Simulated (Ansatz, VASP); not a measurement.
# B49H50CN50 (BN(111) slab, H on both faces) in two plane-wave programs

Aim: how closely do two programs agree when they are given the same cell, functional and k mesh? The structure shown is the start of the Ansatz relaxation below; VASP solves that cell, so the two are compared at the walk's first step.

Main program and level: Ansatz 0.2.0; plane waves, with VASP 6.6.1 beside it; LDA.

### Step 1. Starting point

The cell holds 150 atoms: 49 B, 50 N, 1 C and 50 H. Cell: a = 12.784 Å, b = 12.784 Å, c = 16.820 Å, α = 90.0°, β = 90.0°, γ = 60.0°. It derives from BN (zinc-blende). As first built, before any earlier steps moved the atoms or strained the cell (in the runner's words): zinc-blende BN (a = 3.616 A), (111) slab of 4 atomic planes, 5 x 5 surface cells, H on the broken bonds of both faces; displaced by a Gaussian of 0.02 A. Vacuum lies along c. Nearest the centre at fractional (0.867, 0.867, 0.572): C100 at 0.00 Å, H150 at 1.21 Å, N97 at 1.57 Å, N89 at 1.57 Å, N99 at 1.58 Å, B47 at 2.52 Å, B39 at 2.52 Å, B49 at 2.52 Å.

### Step 2. Ansatz: relaxation, LDA

Ansatz runs on its default PAW (the set named soft_2) files.

The two programs are compared at the cell with which this relaxation starts, whose forces are those of its first step.

input.yaml reads:

```yaml
crystal:
  lattice:
    - [12.78449, 0.0, 0.0]
    - [6.39225, 11.07169, 0.0]
    - [0.0, 0.0, 16.81962]
  atoms:
    - { symbol: B, position: [0.13319, 0.1337, 0.45037] }
    - { symbol: "N", position: [0.99987, 0.00036, 0.4186] }
    - { symbol: B, position: [0.06654, 0.06702, 0.57156] }
    - { symbol: "N", position: [0.1332, 0.13369, 0.53901] }
    - { symbol: B, position: [0.13319, 0.3337, 0.45039] }
    - { symbol: "N", position: [0.99987, 0.20036, 0.41862] }
    - { symbol: B, position: [0.06652, 0.26703, 0.57158] }
    - { symbol: "N", position: [0.13319, 0.3337, 0.53903] }
    - { symbol: B, position: [0.13319, 0.53369, 0.45037] }
    - { symbol: "N", position: [0.99986, 0.40036, 0.41863] }
    - { symbol: B, position: [0.06652, 0.46704, 0.57158] }
    - { symbol: "N", position: [0.1332, 0.53369, 0.53901] }
    - { symbol: B, position: [0.1332, 0.73369, 0.45035] }
    - { symbol: "N", position: [0.99986, 0.60036, 0.41862] }
    - { symbol: B, position: [0.06653, 0.66704, 0.57156] }
    - { symbol: "N", position: [0.1332, 0.73369, 0.53899] }
    - { symbol: B, position: [0.13321, 0.93369, 0.45035] }
    - { symbol: "N", position: [0.99987, 0.80035, 0.4186] }
    - { symbol: B, position: [0.06654, 0.86702, 0.57155] }
    - { symbol: "N", position: [0.13321, 0.93369, 0.539] }
    - { symbol: B, position: [0.33319, 0.1337, 0.45037] }
    - { symbol: "N", position: [0.19986, 0.00037, 0.41861] }
    - { symbol: B, position: [0.26653, 0.06703, 0.57156] }
    - { symbol: "N", position: [0.3332, 0.1337, 0.53901] }
    - { symbol: B, position: [0.33319, 0.3337, 0.45037] }
    - { symbol: "N", position: [0.19985, 0.20037, 0.41863] }
    - { symbol: B, position: [0.26654, 0.26703, 0.57157] }
    - { symbol: "N", position: [0.3332, 0.3337, 0.53901] }
    - { symbol: B, position: [0.3332, 0.53369, 0.45036] }
    - { symbol: "N", position: [0.19985, 0.40036, 0.41863] }
    - { symbol: B, position: [0.26653, 0.46703, 0.57157] }
    - { symbol: "N", position: [0.3332, 0.53369, 0.539] }
    - { symbol: B, position: [0.3332, 0.73369, 0.45035] }
    - { symbol: "N", position: [0.19987, 0.60035, 0.41861] }
    - { symbol: B, position: [0.26653, 0.66703, 0.57155] }
    - { symbol: "N", position: [0.3332, 0.73369, 0.53899] }
    - { symbol: B, position: [0.3332, 0.9337, 0.45036] }
    - { symbol: "N", position: [0.19987, 0.80036, 0.4186] }
    - { symbol: B, position: [0.26654, 0.86702, 0.57155] }
    - { symbol: "N", position: [0.3332, 0.9337, 0.539] }
    - { symbol: B, position: [0.5332, 0.1337, 0.45036] }
    - { symbol: "N", position: [0.39986, 0.00037, 0.41861] }
    - { symbol: B, position: [0.46654, 0.06703, 0.57156] }
    - { symbol: "N", position: [0.5332, 0.1337, 0.539] }
    - { symbol: B, position: [0.5332, 0.33369, 0.45036] }
    - { symbol: "N", position: [0.39986, 0.20037, 0.41861] }
    - { symbol: B, position: [0.46653, 0.26703, 0.57156] }
    - { symbol: "N", position: [0.5332, 0.33369, 0.539] }
    - { symbol: B, position: [0.5332, 0.53369, 0.45035] }
    - { symbol: "N", position: [0.39986, 0.40036, 0.41861] }
    - { symbol: B, position: [0.46654, 0.46702, 0.57155] }
    - { symbol: "N", position: [0.5332, 0.53369, 0.53899] }
    - { symbol: B, position: [0.5332, 0.7337, 0.45035] }
    - { symbol: "N", position: [0.39987, 0.60035, 0.4186] }
    - { symbol: B, position: [0.46653, 0.66703, 0.57155] }
    - { symbol: "N", position: [0.53319, 0.7337, 0.53899] }
    - { symbol: B, position: [0.53319, 0.9337, 0.45035] }
    - { symbol: "N", position: [0.39986, 0.80036, 0.4186] }
    - { symbol: B, position: [0.46653, 0.86703, 0.57155] }
    - { symbol: "N", position: [0.53319, 0.9337, 0.53899] }
    - { symbol: B, position: [0.7332, 0.13369, 0.45035] }
    - { symbol: "N", position: [0.59986, 0.00037, 0.4186] }
    - { symbol: B, position: [0.66654, 0.06702, 0.57155] }
    - { symbol: "N", position: [0.7332, 0.13369, 0.53899] }
    - { symbol: B, position: [0.7332, 0.33369, 0.45036] }
    - { symbol: "N", position: [0.59987, 0.20036, 0.4186] }
    - { symbol: B, position: [0.66653, 0.26701, 0.57156] }
    - { symbol: "N", position: [0.7332, 0.33369, 0.539] }
    - { symbol: B, position: [0.7332, 0.53369, 0.45037] }
    - { symbol: "N", position: [0.59987, 0.40036, 0.4186] }
    - { symbol: B, position: [0.66653, 0.46703, 0.57156] }
    - { symbol: "N", position: [0.73319, 0.5337, 0.53901] }
    - { symbol: B, position: [0.7332, 0.7337, 0.45036] }
    - { symbol: "N", position: [0.59987, 0.60036, 0.41861] }
    - { symbol: B, position: [0.66652, 0.66704, 0.57156] }
    - { symbol: "N", position: [0.73319, 0.7337, 0.539] }
    - { symbol: B, position: [0.7332, 0.93369, 0.45035] }
    - { symbol: "N", position: [0.59986, 0.80037, 0.4186] }
    - { symbol: B, position: [0.66653, 0.86704, 0.57155] }
    - { symbol: "N", position: [0.7332, 0.9337, 0.53899] }
    - { symbol: B, position: [0.93321, 0.13369, 0.45036] }
    - { symbol: "N", position: [0.79987, 0.00035, 0.41859] }
    - { symbol: B, position: [0.86654, 0.06702, 0.57155] }
    - { symbol: "N", position: [0.9332, 0.13369, 0.539] }
    - { symbol: B, position: [0.9332, 0.3337, 0.45038] }
    - { symbol: "N", position: [0.79987, 0.20036, 0.41861] }
    - { symbol: B, position: [0.86653, 0.26702, 0.57157] }
    - { symbol: "N", position: [0.93319, 0.3337, 0.53902] }
    - { symbol: B, position: [0.93319, 0.5337, 0.45037] }
    - { symbol: "N", position: [0.79987, 0.40036, 0.41862] }
    - { symbol: B, position: [0.86652, 0.46703, 0.57157] }
    - { symbol: "N", position: [0.93319, 0.5337, 0.53901] }
    - { symbol: B, position: [0.9332, 0.73369, 0.45036] }
    - { symbol: "N", position: [0.79986, 0.60036, 0.41861] }
    - { symbol: B, position: [0.86653, 0.66704, 0.57156] }
    - { symbol: "N", position: [0.9332, 0.7337, 0.539] }
    - { symbol: B, position: [0.93321, 0.93369, 0.45035] }
    - { symbol: "N", position: [0.79987, 0.80036, 0.4186] }
    - { symbol: C, position: [0.86653, 0.86703, 0.57155] }
    - { symbol: "N", position: [0.9332, 0.93369, 0.53899] }
    - { symbol: H, position: [0.99988, 0.00037, 0.35705] }
    - { symbol: H, position: [0.06654, 0.067, 0.64327] }
    - { symbol: H, position: [0.99987, 0.20039, 0.35707] }
    - { symbol: H, position: [0.06652, 0.26701, 0.64329] }
    - { symbol: H, position: [0.99986, 0.40036, 0.35708] }
    - { symbol: H, position: [0.06651, 0.46706, 0.64329] }
    - { symbol: H, position: [0.99986, 0.60034, 0.35706] }
    - { symbol: H, position: [0.06654, 0.66706, 0.64327] }
    - { symbol: H, position: [0.99988, 0.80034, 0.35705] }
    - { symbol: H, position: [0.06654, 0.86702, 0.64326] }
    - { symbol: H, position: [0.19985, 0.00039, 0.35706] }
    - { symbol: H, position: [0.26654, 0.06703, 0.64327] }
    - { symbol: H, position: [0.19983, 0.2004, 0.35707] }
    - { symbol: H, position: [0.26656, 0.26702, 0.64328] }
    - { symbol: H, position: [0.19983, 0.40036, 0.35707] }
    - { symbol: H, position: [0.26654, 0.46702, 0.64327] }
    - { symbol: H, position: [0.19986, 0.60034, 0.35706] }
    - { symbol: H, position: [0.26653, 0.66704, 0.64326] }
    - { symbol: H, position: [0.19987, 0.80036, 0.35705] }
    - { symbol: H, position: [0.26655, 0.86702, 0.64326] }
    - { symbol: H, position: [0.39984, 0.0004, 0.35705] }
    - { symbol: H, position: [0.46654, 0.06702, 0.64327] }
    - { symbol: H, position: [0.39983, 0.2004, 0.35706] }
    - { symbol: H, position: [0.46654, 0.26703, 0.64327] }
    - { symbol: H, position: [0.39985, 0.40035, 0.35706] }
    - { symbol: H, position: [0.46656, 0.46702, 0.64326] }
    - { symbol: H, position: [0.39988, 0.60034, 0.35705] }
    - { symbol: H, position: [0.46653, 0.66702, 0.64326] }
    - { symbol: H, position: [0.39986, 0.80038, 0.35705] }
    - { symbol: H, position: [0.46654, 0.86703, 0.64326] }
    - { symbol: H, position: [0.59985, 0.00037, 0.35704] }
    - { symbol: H, position: [0.66655, 0.06702, 0.64326] }
    - { symbol: H, position: [0.59987, 0.20037, 0.35705] }
    - { symbol: H, position: [0.66653, 0.267, 0.64326] }
    - { symbol: H, position: [0.59988, 0.40035, 0.35705] }
    - { symbol: H, position: [0.66651, 0.46703, 0.64327] }
    - { symbol: H, position: [0.59988, 0.60035, 0.35705] }
    - { symbol: H, position: [0.66651, 0.66705, 0.64327] }
    - { symbol: H, position: [0.59986, 0.80037, 0.35705] }
    - { symbol: H, position: [0.66653, 0.86705, 0.64326] }
    - { symbol: H, position: [0.79989, 0.00035, 0.35704] }
    - { symbol: H, position: [0.86653, 0.067, 0.64326] }
    - { symbol: H, position: [0.79989, 0.20036, 0.35705] }
    - { symbol: H, position: [0.86651, 0.26701, 0.64328] }
    - { symbol: H, position: [0.79989, 0.40034, 0.35707] }
    - { symbol: H, position: [0.8665, 0.46705, 0.64328] }
    - { symbol: H, position: [0.79988, 0.60034, 0.35706] }
    - { symbol: H, position: [0.86651, 0.66706, 0.64327] }
    - { symbol: H, position: [0.79987, 0.80034, 0.35705] }
    - { symbol: H, position: [0.86652, 0.86704, 0.64326] }
kpoints:
  mp_grid: { grid: [1, 1, 1] }
hamiltonian:
  xc: lda
scf:
  occupations: { method: fermi_dirac, width: 0.025 }
output:
  forces: true
  eigenvalues: true
relax:
  f_tol: 0.05
  max_steps: 90
```

The run is started by

```
ansatz run input.yaml --threads 4 --pin off --max-ram 8192MiB --backend cpu --events-out ev --progress --plain --runs-dir out
```

Numbers of over 12 decimals in the logs are rounded to 6 here.

Log:

```text
Engine: ansatz 0.2.0, aarch64-unknown-linux-gnu
Pseudopotentials: kind: paw
Pseudopotential: B, paw, valence charge 3, recommended cutoff 420 eV (normal), B.paw.azcp
Pseudopotential: N, paw, valence charge 5, recommended cutoff 420 eV (normal), N.paw.azcp
Pseudopotential: C, paw, valence charge 4, recommended cutoff 420 eV (normal), C.paw.azcp
Pseudopotential: H, paw, valence charge 1, recommended cutoff 420 eV (normal), H.paw.azcp
Functional definition: SPW92
  exchange = slater_x
  correlation = pw_c
Crystal: 150 atoms, lattice volume = 2380.748 Å³
Basis set: ecut = 420 eV, 46521 PW (Γ)
Bands: 376, of which v1, the nominal top of the filled ones, is band 226 counted from 1 (225 counted from 0)
Symmetry: 1 space group operations
Space group: P1 (ITA 1), of the structure as read, at distance tolerance 1.3e-4 Å
k-points: 1
Non-local potential: B, projectors of the file, l = 0: 2, l = 1: 2, l = 2: 1
Non-local potential: N, projectors of the file, l = 0: 2, l = 1: 2, l = 2: 1
Non-local potential: C, projectors of the file, l = 0: 2, l = 1: 2, l = 2: 1
Non-local potential: H, projectors of the file, l = 0: 2, l = 1: 1
PAW form: soft (Blöchl's): semilocal exchange-correlation on the pseudo side does not see the compensation charge
PAW frozen core: B, regenerated for the run's functional, and the local potential with it (the file was generated under x = pbe(κ = 0.804, μ = 0.219515), c = pbe(β = 0.066725))
PAW frozen core: N, regenerated for the run's functional, and the local potential with it (the file was generated under x = pbe(κ = 0.804, μ = 0.219515), c = pbe(β = 0.066725))
PAW frozen core: C, regenerated for the run's functional, and the local potential with it (the file was generated under x = pbe(κ = 0.804, μ = 0.219515), c = pbe(β = 0.066725))
PAW one-centre angular grid: B, 110 points (default); XC on 64 Gauss nodes
PAW one-centre angular grid: N, 110 points (default); XC on 64 Gauss nodes
PAW one-centre angular grid: C, 110 points (default); XC on 64 Gauss nodes
PAW one-centre angular grid: H, 110 points (default); XC on 64 Gauss nodes
Initial density: superposition of atomic densities (neutral atoms: chi_scale 0, normalization atom), corrected by the library's trained network
Initial wavefunctions: pseudopotential atomic-orbital guess
Functional: x = slater, c = lda
SCF iter   1: F=—  HF=-27176.318010 eV  |F-HF|=—  |Δ(HF+E_count)|=         —  Δρ=6.72e-3  dr2=2.72e0  ethr=1.77e-3  ⟨swp⟩=9.0  Hψ=2350  notcnv=0  defer=79
preconditioner: auto → LDOS  [insulator: Δε(μ)=2.300 eV  Ē_g=15.634 eV  σ=0.025 eV  W_gap=0.50  n_scr=340 (ndim 8)  ℏωp=16.2 eV  f_vac=0.582  D(μ)=20.00/eV (n_scr^D=72)  ε∞_Penn≈2.1  β→1.0]
SCF iter   2: F=—  HF=-27175.726479 eV  |F-HF|=—  |Δ(HF+E_count)|=   5.92e-1  Δρ=5.84e-3  dr2=9.68e-1  ethr=6.04e-4  ⟨swp⟩=2.0  Hψ=628  notcnv=0  defer=144
SCF iter   3: F=—  HF=-27175.508107 eV  |F-HF|=—  |Δ(HF+E_count)|=   2.18e-1  Δρ=2.33e-3  dr2=1.86e-1  ethr=2.15e-4  ⟨swp⟩=2.0  Hψ=633  notcnv=0  defer=144
SCF iter   4: F=—  HF=-27175.459952 eV  |F-HF|=—  |Δ(HF+E_count)|=   4.82e-2  Δρ=3.96e-4  dr2=1.19e-2  ethr=4.12e-5  ⟨swp⟩=2.0  Hψ=432  notcnv=0  defer=144
SCF iter   5: F=—  HF=-27175.468877 eV  |F-HF|=—  |Δ(HF+E_count)|=   8.93e-3  Δρ=2.07e-4  dr2=2.48e-3  ethr=2.64e-6  ⟨swp⟩=3.0  Hψ=470  notcnv=0  defer=144
SCF iter   6: F=—  HF=-27175.476008 eV  |F-HF|=—  |Δ(HF+E_count)|=   7.13e-3  Δρ=1.15e-4  dr2=9.69e-4  ethr=5.50e-7  ⟨swp⟩=4.0  Hψ=425  notcnv=0  defer=144
SCF iter   7: F=—  HF=-27175.477357 eV  |F-HF|=—  |Δ(HF+E_count)|=   1.35e-3  Δρ=6.73e-5  dr2=4.64e-4  ethr=2.15e-7  ⟨swp⟩=3.0  Hψ=553  notcnv=0  defer=144
SCF iter   8: F=—  HF=-27175.477505 eV  |F-HF|=—  |Δ(HF+E_count)|=   1.48e-4  Δρ=5.22e-5  dr2=3.15e-4  ethr=1.03e-7  ⟨swp⟩=3.0  Hψ=452  notcnv=0  defer=144
SCF iter   9: F=—  HF=-27175.477525 eV  |F-HF|=—  |Δ(HF+E_count)|=   2.00e-5  Δρ=4.49e-5  dr2=2.22e-4  ethr=6.98e-8  ⟨swp⟩=2.0  Hψ=457  notcnv=0  defer=144
SCF iter  10: F=—  HF=-27175.477519 eV  |F-HF|=—  |Δ(HF+E_count)|=   5.96e-6  Δρ=2.83e-5  dr2=1.19e-4  ethr=4.92e-8  ⟨swp⟩=3.0  Hψ=452  notcnv=0  defer=144
SCF iter  11: F=-27175.477510 eV  HF=-27175.477500 eV  |F-HF|=1.00e-5  |Δ(HF+E_count)|=   1.94e-5  Δρ=2.21e-5  dr2=3.87e-5  ethr=1.39e-8  ⟨swp⟩=24.0  Hψ=3522  notcnv=0
SCF 1 converged in 11 iterations: F = -27175.477510 eV  dr2 = 3.87e-5
  greatest PAW one-centre occupation: 0.788 electrons in one spin orbital (limit 2), on the N atom at site 53 (counted from 0), in its partial waves of l = 0
relax step   1: F+E_penalty+E_count = -27175.47750958 eV  Δ(F+E_penalty+E_count) = +0.000e0 eV  max|allowed force component| = 2.566e0 eV/Å  Δτ_max = 0.0000 Å  (11 SCF iters, dr2 threshold 6.25e-5 eV, accepted)
Initial density: handed on by an earlier stage of this run
Initial wavefunctions: those handed on with the density
[...]
- { symbol: B, position: [0.467150, 0.066719, 0.572461] }
    - { symbol: N, position: [0.534872, 0.132418, 0.539549] }
    - { symbol: B, position: [0.533049, 0.333974, 0.450405] }
    - { symbol: N, position: [0.399990, 0.200207, 0.419590] }
    - { symbol: B, position: [0.467041, 0.267122, 0.572245] }
    - { symbol: N, position: [0.533341, 0.333605, 0.539245] }
    - { symbol: B, position: [0.533198, 0.533695, 0.450431] }
    - { symbol: N, position: [0.399789, 0.400286, 0.419008] }
    - { symbol: B, position: [0.466632, 0.467129, 0.571882] }
    - { symbol: N, position: [0.533198, 0.533695, 0.539242] }
    - { symbol: B, position: [0.533049, 0.733564, 0.450405] }
    - { symbol: N, position: [0.399883, 0.600353, 0.418761] }
    - { symbol: B, position: [0.466632, 0.666827, 0.571882] }
    - { symbol: N, position: [0.533341, 0.733641, 0.539245] }
    - { symbol: B, position: [0.533312, 0.933446, 0.450578] }
    - { symbol: N, position: [0.399789, 0.800513, 0.419008] }
    - { symbol: B, position: [0.467040, 0.866425, 0.572245] }
    - { symbol: N, position: [0.534872, 0.933298, 0.539550] }
    - { symbol: B, position: [0.732800, 0.134492, 0.449147] }
    - { symbol: N, position: [0.600322, 0.000132817, 0.418862] }
    - { symbol: B, position: [0.667585, 0.067762, 0.571170] }
    - { symbol: N, position: [0.733315, 0.133460, 0.538224] }
    - { symbol: B, position: [0.733067, 0.333974, 0.450405] }
    - { symbol: N, position: [0.599657, 0.200495, 0.418477] }
    - { symbol: B, position: [0.666261, 0.267569, 0.571544] }
    - { symbol: N, position: [0.733145, 0.333605, 0.539245] }
    - { symbol: B, position: [0.733067, 0.533546, 0.450405] }
    - { symbol: N, position: [0.599856, 0.400380, 0.418762] }
    - { symbol: B, position: [0.666329, 0.467129, 0.571882] }
    - { symbol: N, position: [0.733144, 0.533838, 0.539245] }
    - { symbol: B, position: [0.732800, 0.733296, 0.449147] }
    - { symbol: N, position: [0.599856, 0.600353, 0.418762] }
    - { symbol: B, position: [0.666260, 0.666758, 0.571544] }
    - { symbol: N, position: [0.733315, 0.733813, 0.538225] }
    - { symbol: B, position: [0.733973, 0.933307, 0.447102] }
    - { symbol: N, position: [0.599657, 0.800436, 0.418478] }
    - { symbol: B, position: [0.667585, 0.865241, 0.571170] }
    - { symbol: N, position: [0.738568, 0.931010, 0.537329] }
    - { symbol: B, position: [0.932949, 0.133830, 0.450578] }
    - { symbol: N, position: [0.799730, 0.000630988, 0.416348] }
    - { symbol: B, position: [0.864744, 0.067762, 0.571170] }
    - { symbol: N, position: [0.932801, 0.132418, 0.539550] }
    - { symbol: B, position: [0.933102, 0.333744, 0.451103] }
    - { symbol: N, position: [0.799939, 0.200495, 0.418477] }
    - { symbol: B, position: [0.865927, 0.267122, 0.572246] }
    - { symbol: N, position: [0.932982, 0.333803, 0.539940] }
    - { symbol: B, position: [0.932949, 0.533809, 0.450579] }
    - { symbol: N, position: [0.800016, 0.400286, 0.419009] }
    - { symbol: B, position: [0.865927, 0.467537, 0.572246] }
    - { symbol: N, position: [0.932801, 0.535369, 0.539551] }
    - { symbol: B, position: [0.932810, 0.734470, 0.447103] }
    - { symbol: N, position: [0.799939, 0.600154, 0.418478] }
    - { symbol: B, position: [0.864743, 0.668082, 0.571171] }
    - { symbol: N, position: [0.930513, 0.739066, 0.537330] }
    - { symbol: B, position: [0.932810, 0.933307, 0.447103] }
    - { symbol: N, position: [0.799730, 0.800227, 0.416349] }
    - { symbol: C, position: [0.866531, 0.867028, 0.565013] }
    - { symbol: N, position: [0.930513, 0.931010, 0.537329] }
    - { symbol: H, position: [1.000053, 0.000550621, 0.357243] }
    - { symbol: H, position: [0.065709, 0.066206, 0.644199] }
    - { symbol: H, position: [1.000100, 0.200284, 0.357991] }
    - { symbol: H, position: [0.066028, 0.267279, 0.644519] }
    - { symbol: H, position: [1.000101, 0.400207, 0.357991] }
    - { symbol: H, position: [0.065710, 0.468672, 0.644200] }
    - { symbol: H, position: [1.000053, 0.599984, 0.357244] }
    - { symbol: H, position: [0.062827, 0.671787, 0.642868] }
    - { symbol: H, position: [1.001313, 0.799637, 0.354718] }
    - { symbol: H, position: [0.062827, 0.865975, 0.642867] }
    - { symbol: H, position: [0.199784, 0.000599667, 0.357990] }
    - { symbol: H, position: [0.266784, 0.066523, 0.644519] }
    - { symbol: H, position: [0.199863, 0.200365, 0.358283] }
    - { symbol: H, position: [0.266784, 0.267280, 0.644519] }
    - { symbol: H, position: [0.199782, 0.400206, 0.357991] }
    - { symbol: H, position: [0.266070, 0.468299, 0.643973] }
    - { symbol: H, position: [0.200462, 0.599209, 0.356879] }
    - { symbol: H, position: [0.265190, 0.667699, 0.643296] }
    - { symbol: H, position: [0.200464, 0.800913, 0.356878] }
    - { symbol: H, position: [0.266070, 0.866219, 0.643972] }
    - { symbol: H, position: [0.399707, 0.000601052, 0.357991] }
    - { symbol: H, position: [0.468176, 0.066206, 0.644198] }
    - { symbol: H, position: [0.399707, 0.200282, 0.357990] }
    - { symbol: H, position: [0.467803, 0.266565, 0.643972] }
[...]
- { symbol: H, position: [0.800419, 0.200961, 0.356878] }
    - { symbol: H, position: [0.865723, 0.266565, 0.643973] }
    - { symbol: H, position: [0.800443, 0.400073, 0.357417] }
    - { symbol: H, position: [0.865722, 0.468299, 0.643973] }
    - { symbol: H, position: [0.800419, 0.599208, 0.356879] }
    - { symbol: H, position: [0.865476, 0.671788, 0.642868] }
    - { symbol: H, position: [0.799141, 0.799635, 0.354718] }
    - { symbol: H, position: [0.866530, 0.867030, 0.630676] }
```

Reading the cycles: dr2 is the Hartree energy of the density residual (eV), the measure of convergence; HF is the Harris–Foulkes estimate of the energy, which meets the free energy F at convergence.

(Continued in part 2 of 2.)

[Lines on the potential files, build, host, timing and source positions are cut from VASP's logs without a mark.]

[Logs are printed without paths, hosts, clocks, repeated set-up lines and the standing remarks that a program may print on its own settings, such as how far it seeks lower states.]

[Hosts, paths, dates, database ids (printed as entryN), source tags and the programs' standing remarks are cut or masked in the printed files.]
